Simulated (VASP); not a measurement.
Runs of VASP 6.6.1 on OZr. The cell holds a molecule in a box, 2 atoms: a = 9.000 Å, b = 9.000 Å, c = 11.000 Å, α = 90.00°, β = 90.00°, γ = 90.00°. 

| task | level | potentials or basis | cell | cutoff (eV) | grid for exact exchange (PRECFOCK) | screening parameter | gap on the mesh (eV) | largest force (eV/Å) |
| --- | --- | --- | --- | --- | --- | --- | --- | --- |
| single point | HSE06+D3(BJ) | VASP PAW PBE potentials, release 64 (O_s, Zr_sv) | as given | 400 | Fast | 0.2 1/A | (a) | 0.23 |
| atomic charges | PBE+TS | VASP PAW PBE potentials, release 64 (O, Zr_sv) | as given | 520 | - | - | 0.23 | 0.52 |
| electron localisation function | PBE | VASP PAW PBE potentials, release 64 (O, Zr_sv) | as given | 520 | - | - | 0.23 | 0.52 |
| single point | PBE | VASP PAW PBE potentials, release 64 (O, Zr_sv) | atoms moved at random, drawn with an rms of 0.05 Å | 520 | - | - | 0.21 | 1.25 |
| single point | PBE | VASP PAW PBE potentials, release 64 (O, Zr_sv) | as given | 520 | - | - | 0.23 | 0.52 |
| relaxation of the atoms | BLYP+D4 | VASP PAW PBE potentials, release 64 (O_h, Zr_sv) | atoms relaxed | 900 | - | - | 0.21 | - |
| relaxation of the atoms | PBE | VASP PAW PBE potentials, release 64 (O, Zr_sv) | atoms relaxed from: atoms moved at random, drawn with an rms of 0.02 Å | 520 | - | - | 0.22 | - |

Alike in all rows: no spin polarisation; k mesh 1 × 1 × 1; smearing gaussian 0.01 eV.

Estimate the missing entries.

(a) 1.35.

Caveats: the PAW data sets were made with another functional, which shifts forces and pressure a little (some runs).

A k mesh can miss the band edges, and the runs leave out spin-orbit coupling on Zr.
